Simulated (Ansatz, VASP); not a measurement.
## Two plane-wave programs on H2CI2

```
CELL_PARAMETERS angstrom
0.00000 6.50698 2.53871
4.04956 0.00000 2.53871
4.04956 6.50698 0.00000
ATOMIC_POSITIONS crystal
H 0.76624 0.98996 0.23376
H 0.98996 0.76624 0.01004
C 0.99782 0.99782 0.00218
I 0.36930 0.09270 0.90730
I 0.09270 0.36930 0.63070
```

Alike in both runs: functional PBE; k mesh 6 × 6 × 6; occupations gaussian, width 0.02 eV; no spin polarisation.

Ansatz relaxed the structure, and its values are those at the end. VASP's run is a single point on that final structure, the one shown.

|  | VASP | Ansatz |
| --- | --- | --- |
| version | VASP 6.6.1 | Ansatz 0.2.0 |
| potentials or method | VASP PAW PBE potentials, release 64 (H, C, I) | scalar-relativistic, plane waves, PAW |
| plane-wave cutoff (eV) | 520 | 420 |
| valence electrons in the cell | 20 | 40 |

Ansatz gave:

- gap on the k mesh at the Fermi level (eV): 2.93
- least direct gap on the mesh (eV): 3.02
- pressure (GPa): 0.1
- rms of the force components (eV/Å): 0.002

**Question.** What did VASP give for the same quantities?

**Answer.** gap on the k mesh at the Fermi level (eV): 2.94; least direct gap on the mesh (eV): 3.04; pressure (GPa): 0.0; rms of the force components (eV/Å): 0.013.

The two sets of potentials don't hold the same shells in valence.

Caveats: spin-orbit coupling is left out, which moves the levels of the heavy elements. A k mesh can miss the band edges.
